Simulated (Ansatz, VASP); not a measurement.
# Fe (Fe wire along [100], 21 atoms a period) in two plane-wave programs, part 2 of 3

One calculation is typed for both programs; each brings its own data sets. How far apart do they land? Of the first pair: The structure shown is the start of the Ansatz relaxation below; VASP solves that cell, so the two are compared at the walk's first step.

VASP 6.6.1 and Ansatz 0.2.0.

So far: The starting structure; Ansatz: relaxation, PBE.

## Step 3: VASP: single point, PBE, start cell, pair 1

Level of this step: PBE, spin-polarised from a ferromagnetic start; plane waves and PAW (Fe) (VASP).

The same cell, functional, mesh and smearing now go to VASP, with its own data sets.

Lines of VASP's logs that name or quote its potential files are left out, and so is its time.

INCAR reads:

```
SYSTEM = Fe
PREC = Accurate
ENCUT = 520
EDIFF = 1E-06
NELM = 200
ISMEAR = -1
SIGMA = 0.05
LREAL = .FALSE.
ALGO = Normal
GGA = PE
NBANDS = 147
ISPIN = 2
MAGMOM = 2.7 2.27 2.7 2.27 2.28 2.27 2.7 2.27 2.7 2.83 2.83 2.83 2.44 2.44 2.83 2.83 2.44 2.44 2.83 2.83 2.83
LASPH = .TRUE.
LMAXMIX = 4
LORBIT = 11
LWAVE = .FALSE.
LCHARG = .FALSE.
ISIF = 2
GGA_COMPAT = .FALSE.
KPAR = 4
```

POSCAR reads:

```
Fe
1.0
   15.2900000000      0.0000000000      0.0000000000
    0.0000000000     15.2900000000      0.0000000000
    0.0000000000      0.0000000000      2.8300000000
Fe
21
Direct
    0.3149117070      0.3149117070      0.0000000000
    0.3149117070      0.5000000000      0.0000000000
    0.3149117070      0.6850882930      0.0000000000
    0.5000000000      0.3149117070      0.0000000000
    0.5000000000      0.5000000000      0.0000000000
    0.5000000000      0.6850882930      0.0000000000
    0.6850882930      0.3149117070      0.0000000000
    0.6850882930      0.5000000000      0.0000000000
    0.6850882930      0.6850882930      0.0000000000
    0.2223675605      0.4074558535      0.5000000000
    0.2223675605      0.5925441465      0.5000000000
    0.4074558535      0.2223675605      0.5000000000
    0.4074558535      0.4074558535      0.5000000000
    0.4074558535      0.5925441465      0.5000000000
    0.4074558535      0.7776324395      0.5000000000
    0.5925441465      0.2223675605      0.5000000000
    0.5925441465      0.4074558535      0.5000000000
    0.5925441465      0.5925441465      0.5000000000
    0.5925441465      0.7776324395      0.5000000000
    0.7776324395      0.4074558535      0.5000000000
    0.7776324395      0.5925441465      0.5000000000
```

KPOINTS reads:

```
Automatic mesh
0
Gamma
1 1 29
0 0 0
```

Potentials, in the order of the species: Fe (PBE family, release 64).

On the command line:

```console
$ mpirun -np 4 vasp_std
```

Numbers of over 12 decimals in the logs are rounded to 6 here.

What it wrote:

```text
[banner, memory and clock lines left out]
running    4 mpi-ranks, on    1 nodes
 distrk:  each k-point on    1 cores,    4 groups
 distr:  one band on    1 cores,    1 groups

 POSCAR found type information on POSCAR Fe
 POSCAR found :  1 types and      21 ions
|                                                                             |
|               ----> ADVICE to this user running VASP <----                  |
|                                                                             |
|     You have a (more or less) 'large supercell' and for larger cells it     |
|     might be more efficient to use real-space projection operators.         |
|     Therefore, try LREAL= Auto in the INCAR file.                           |
|     Mind: For very accurate calculation, you might also keep the            |
|     reciprocal projection scheme (i.e. LREAL=.FALSE.).                      |
|                                                                             |

 LDA part: xc-table for (Slater+PW92), standard interpolation
 POSCAR, INCAR and KPOINTS ok, starting setup
 FFT: planning ... GRIDC
 FFT: planning ... GRID_SOFT
 FFT: planning ... GRID
 WAVECAR not read
 entering main loop
       N       E                     dE             d eps       ncg     rms          rms(c)
DAV:   1     0.140427369763E+04    0.14043E+04   -0.66021E+04  8860   0.113E+03
DAV:   2    -0.621318277276E+02   -0.14664E+04   -0.13399E+04  8820   0.283E+02
DAV:   3    -0.175402581496E+03   -0.11327E+03   -0.96545E+02  9281   0.115E+02
DAV:   4    -0.179032455151E+03   -0.36299E+01   -0.35798E+01  9664   0.229E+01
DAV:   5    -0.179086533329E+03   -0.54078E-01   -0.54009E-01  9848   0.237E+00    0.496E+01
DAV:   6    -0.308773446667E+03   -0.12969E+03   -0.19897E+02 13690   0.161E+02    0.153E+02
DAV:   7    -0.173445243300E+03    0.13533E+03   -0.11840E+02 11132   0.945E+01    0.613E+01
DAV:   8    -0.184791421562E+03   -0.11346E+02   -0.65963E+01 12248   0.845E+01    0.735E+01
DAV:   9    -0.161796973526E+03    0.22994E+02   -0.43590E+01 12007   0.591E+01    0.370E+01
DAV:  10    -0.167315890051E+03   -0.55189E+01   -0.29563E+01 11574   0.670E+01    0.436E+01
DAV:  11    -0.157290267350E+03    0.10026E+02   -0.97974E+00 10775   0.248E+01    0.177E+01
DAV:  12    -0.157678140430E+03   -0.38787E+00   -0.31475E+00 12373   0.165E+01    0.151E+01
DAV:  13    -0.157477642612E+03    0.20050E+00   -0.13500E+00 10057   0.144E+01    0.112E+01
DAV:  14    -0.157937877983E+03   -0.46024E+00   -0.90841E-01 10897   0.649E+00    0.902E+00
[...]
DAV:  30    -0.158566246351E+03   -0.94129E-04   -0.58908E-06  8374   0.983E-03    0.863E-03
DAV:  31    -0.158566289156E+03   -0.42805E-04   -0.18404E-06  7035   0.677E-03    0.450E-03
DAV:  32    -0.158566316272E+03   -0.27117E-04   -0.92474E-07  6338   0.281E-03    0.333E-03
DAV:  33    -0.158566341291E+03   -0.25019E-04   -0.97967E-07  6582   0.272E-03    0.192E-03
DAV:  34    -0.158566358958E+03   -0.17667E-04   -0.68429E-07  6406   0.161E-03    0.122E-03
DAV:  35    -0.158566366676E+03   -0.77173E-05   -0.40850E-07  6307   0.162E-03    0.845E-04
DAV:  36    -0.158566369091E+03   -0.24156E-05   -0.14497E-07  5962   0.863E-04    0.600E-04
DAV:  37    -0.158566369806E+03   -0.71523E-06   -0.76979E-08  5827   0.552E-04
   1 F= -.15856637E+03 E0= -.15847940E+03  d E =-.173938E+00  mag=    56.4347
```

Parts of OUTCAR (step 3):

```text
ion  position               nearest neighbor table
   1  0.315  0.315  0.000-  13 2.45  13 2.45  10 2.45  10 2.45  12 2.45  12 2.45   2 2.83   4 2.83

  LATTYP: Found a simple tetragonal cell.
 ALAT       =    15.2900000000
 C/A-ratio  =     0.1850882930

 Subroutine GETGRP returns: Found 16 space group operations
 (whereof 16 operations were pure point group operations)

The static configuration has the point symmetry D_4h.

 Found     15 irreducible k-points:

   k-points           NKPTS =     15   k-points in BZ     NKDIM =     15   number of bands    NBANDS=    147

   dimension x,y,z NGX =   120 NGY =  120 NGZ =   24
   dimension x,y,z NGXF=   240 NGYF=  240 NGZF=   48

   ENCUT  =  520.0 eV  38.22 Ry    6.18 a.u.  28.43 28.43  5.26*2*pi/ulx,y,z

   NELECT =     168.0000    total number of electrons

 k-points in reciprocal lattice and weights: Automatic mesh
   0.00000000  0.00000000  0.00000000       0.034
   0.00000000  0.00000000  0.03448276       0.069
   0.00000000  0.00000000  0.06896552       0.069
   0.00000000  0.00000000  0.10344828       0.069
   0.00000000  0.00000000  0.13793103       0.069
   0.00000000  0.00000000  0.17241379       0.069
   0.00000000  0.00000000  0.20689655       0.069
   0.00000000  0.00000000  0.24137931       0.069
   0.00000000  0.00000000  0.27586207       0.069
[...]
0.00000000  0.00000000  0.44827586       0.069
   0.00000000  0.00000000  0.48275862       0.069

 average (electrostatic) potential at core
       1 -49.3547       2 -49.2928       3 -49.3547       4 -49.2928       5 -49.2776
       6 -49.2928       7 -49.3547       8 -49.2928       9 -49.3547      10 -49.5892
      11 -49.5892      12 -49.5892      13 -49.3264      14 -49.3264      15 -49.5892
      16 -49.5892      17 -49.3264      18 -49.3264      19 -49.5892      20 -49.5892
      21 -49.5892

 E-fermi :  -0.2431

 spin component 1
 k-point     1 :       0.0000    0.0000    0.0000
  band No.  band energies     occupation
    ...
    111      -0.6623      0.99977
    112      -0.4260      0.97487
    113      -0.4260      0.97487
    114      -0.3136      0.80382
    115      -0.2916      0.72511
    116      -0.1754      0.20531
    117      -0.1754      0.20531
    118      -0.1418      0.11639
    119       0.1185      0.00072
    120       0.1305      0.00057
    ...

 k-point     2 :       0.0000    0.0000    0.0345
  band No.  band energies     occupation
    ...
    113      -0.4466      0.98319
    114      -0.3290      0.84783
    115      -0.3193      0.82121
    116      -0.2551      0.55981
    117      -0.2551      0.55981
    118      -0.0591      0.02460
    119       0.1565      0.00034
    120       0.1638      0.00029
    121       0.5797      0.00000
    122       0.5797      0.00000
    ...

 k-point     3 :       0.0000    0.0000    0.0690
  band No.  band energies     occupation
    ...
    113      -0.4196      0.97152
    114      -0.3761      0.93457
    115      -0.3761      0.93457
    116      -0.3625      0.91587
    117      -0.3145      0.80666
    118       0.1397      0.00047
    119       0.2471      0.00006
    120       0.2737      0.00003
    121       0.7889      0.00000
    122       0.7889      0.00000
    ...

 k-point     4 :       0.0000    0.0000    0.1034
  band No.  band energies     occupation
    ...
    111      -0.5469      0.99771
    112      -0.5335      0.99700
    113      -0.5074      0.99497
    114      -0.4430      0.98199
    115      -0.4430      0.98199
    116      -0.2386      0.47752
    117      -0.1914      0.26213
    118       0.3620      0.00001
    119       0.3968      0.00000
    120       0.4683      0.00000
    ...

 k-point     5 :       0.0000    0.0000    0.1379
  band No.  band energies     occupation
    ...
    111      -0.5368      0.99719
    112      -0.5368      0.99719
    113      -0.4962      0.99370
    114      -0.4001      0.95847
    115      -0.4001      0.95847
    116      -0.0988      0.05287
    117      -0.0256      0.01274
    118       0.5034      0.00000
    119       0.6872      0.00000
    120       0.7234      0.00000
    ...

 k-point     6 :       0.0000    0.0000    0.1724
  band No.  band energies     occupation
    ...
    109      -0.7652      0.99997
    110      -0.5889      0.99901
    111      -0.5433      0.99753
    112      -0.5433      0.99753
    113      -0.4461      0.98303
    114      -0.2277      0.42327
    115      -0.2277      0.42327
    116       0.0744      0.00174
    117       0.1520      0.00037
    118       0.6701      0.00000
    ...

  Total       -2.4897494     -2.4897494    -10.1701810      0.0000000      0.0000000      0.0000000
  in kB       -6.0292712     -6.0292712    -24.6284942      0.0000000      0.0000000      0.0000000
  external PRESSURE =     -12.2290122 kB  Pullay stress =       0.0000000 kB

  energy-cutoff  :      520.00
  volume of cell :      661.61
      direct lattice vectors                 reciprocal lattice vectors
    15.290000000  0.000000000  0.000000000     0.065402224  0.000000000  0.000000000
     0.000000000 15.290000000  0.000000000     0.000000000  0.065402224  0.000000000
     0.000000000  0.000000000  2.830000000     0.000000000  0.000000000  0.353356890

 POSITION                                       TOTAL-FORCE (eV/Angst)
 -----------------------------------------------------------------------------------
      4.81500      4.81500      0.00000        -0.047449     -0.047449      0.000000
      4.81500      7.64500      0.00000        -0.459759     -0.000000      0.000000
      4.81500     10.47500      0.00000        -0.047449      0.047449      0.000000
      7.64500      4.81500      0.00000         0.000000     -0.459759      0.000000
      7.64500      7.64500      0.00000         0.000000     -0.000000      0.000000
      7.64500     10.47500      0.00000         0.000000      0.459759      0.000000
     10.47500      4.81500      0.00000         0.047449     -0.047449     -0.000000
     10.47500      7.64500      0.00000         0.459759     -0.000000      0.000000
     10.47500     10.47500      0.00000         0.047449      0.047449     -0.000000
      3.40000      6.23000      1.41500         0.251785      0.267612     -0.000000
      3.40000      9.06000      1.41500         0.251785     -0.267612      0.000000
      6.23000      3.40000      1.41500         0.267612      0.251785     -0.000000
      6.23000      6.23000      1.41500        -0.022269     -0.022269      0.000000
      6.23000      9.06000      1.41500        -0.022269      0.022269      0.000000
      6.23000     11.89000      1.41500         0.267612     -0.251785      0.000000
      9.06000      3.40000      1.41500        -0.267612      0.251785     -0.000000
      9.06000      6.23000      1.41500         0.022269     -0.022269     -0.000000
      9.06000      9.06000      1.41500         0.022269      0.022269     -0.000000
      9.06000     11.89000      1.41500        -0.267612     -0.251785     -0.000000
     11.89000      6.23000      1.41500        -0.251785      0.267612     -0.000000
     11.89000      9.06000      1.41500        -0.251785     -0.267612      0.000000
 -----------------------------------------------------------------------------------
    total drift:                               -0.000000      0.000000      0.000000

  FREE ENERGIE OF THE ION-ELECTRON SYSTEM (eV)
  ---------------------------------------------------
  free  energy   TOTEN  =      -158.5663698065 eV

  energy  without entropy=     -158.3924318188  energy(sigma->0) =     -158.47940081

 total charge
# of ion       s       p       d       tot
------------------------------------------
    1        0.467   0.418   6.211   7.097
    2        0.482   0.523   6.272   7.276
    3        0.467   0.418   6.211   7.097
    4        0.482   0.523   6.272   7.276
    5        0.482   0.538   6.260   7.280
    6        0.482   0.523   6.272   7.276
    7        0.467   0.418   6.211   7.097
    8        0.482   0.523   6.272   7.276
    9        0.467   0.418   6.211   7.097
   10        0.463   0.302   6.170   6.936
   11        0.463   0.302   6.170   6.936
   12        0.463   0.302   6.170   6.936
   13        0.488   0.532   6.253   7.273
   14        0.488   0.532   6.253   7.273
   15        0.463   0.302   6.170   6.936
   16        0.463   0.302   6.170   6.936
   17        0.488   0.532   6.253   7.273
   18        0.488   0.532   6.253   7.273
   19        0.463   0.302   6.170   6.936
   20        0.463   0.302   6.170   6.936
   21        0.463   0.302   6.170   6.936
--------------------------------------------------
tot          9.935   8.848 130.567 149.350

 magnetization (x)
# of ion       s       p       d       tot
------------------------------------------
    1       -0.010  -0.041   2.661   2.610
    2       -0.018  -0.056   2.407   2.333
    3       -0.010  -0.041   2.661   2.610
    4       -0.018  -0.056   2.407   2.333
    5       -0.018  -0.057   2.319   2.244
    6       -0.018  -0.056   2.407   2.333
    7       -0.010  -0.041   2.661   2.610
    8       -0.018  -0.056   2.407   2.333
    9       -0.010  -0.041   2.661   2.610
   10        0.009   0.005   2.891   2.904
   11        0.009   0.005   2.891   2.904
   12        0.009   0.005   2.891   2.904
   13       -0.011  -0.059   2.498   2.428
   14       -0.011  -0.059   2.498   2.428
   15        0.009   0.005   2.891   2.904
   16        0.009   0.005   2.891   2.904
   17       -0.011  -0.059   2.498   2.428
   18       -0.011  -0.059   2.498   2.428
   19        0.009   0.005   2.891   2.904
   20        0.009   0.005   2.891   2.904
   21        0.009   0.005   2.891   2.904
--------------------------------------------------
tot         -0.106  -0.643  55.710  54.962

[... 6 further parts left out ...]
```

## Step 4: Comparison

Known differences besides the potentials themselves: VASP starts from the moments at which Ansatz ended; the data sets hold 336 valence electrons in Ansatz (on its PAW soft_1 files) and 168 in VASP; the cutoff is 420 eV in Ansatz and 520 eV in VASP. Total energies have different zeros and are not compared.

Forces on 10 of the 21 atoms, those with the largest forces and the largest differences (eV/Å; atoms numbered as in POSCAR):

```tsv
atom	Ansatz x, y, z	VASP x, y, z
Fe2	-0.441, 0.000, 0.000	-0.460, 0.000, 0.000
Fe4	0.000, -0.441, 0.000	0.000, -0.460, 0.000
Fe6	0.000, 0.441, 0.000	0.000, 0.460, 0.000
Fe8	0.441, 0.000, 0.000	0.460, 0.000, 0.000
Fe11	0.236, -0.268, 0.000	0.252, -0.268, 0.000
Fe12	0.268, 0.236, 0.000	0.268, 0.252, 0.000
Fe13	-0.005, -0.005, 0.000	-0.022, -0.022, 0.000
Fe14	-0.005, 0.005, 0.000	-0.022, 0.022, 0.000
Fe16	-0.268, 0.236, 0.000	-0.268, 0.252, 0.000
Fe18	0.005, 0.005, 0.000	0.022, 0.022, 0.000
```

The forces differ by 10 meV/Å r.m.s., which is 5.8 % of the r.m.s. force of 0.176 eV/Å (both taken over all components). Moments aren't recorded for both runs of this pair, so they may hold unlike magnetic states.

## Step 5: Ansatz: relaxation, PBE

This run makes the geometry at which the two programs are then compared. The cell compared in this pair holds 635.74 Å³, against 661.61 Å³ for the pair before.

The structure compared here is the end of the Ansatz relaxation.

This is the run of step 2 again, met here at its other cell.

(Part 2 of 3 ends here.)

[Lines on the potential files, build, host, timing and source positions are cut from VASP's logs without a mark.]

[Logs are printed without paths, hosts, clocks, repeated set-up lines and the standing remarks that a program may print on its own settings, such as how far it seeks lower states.]

[Hosts, paths, dates, database ids (printed as entryN), source tags and the programs' standing remarks are cut or masked in the printed files.]
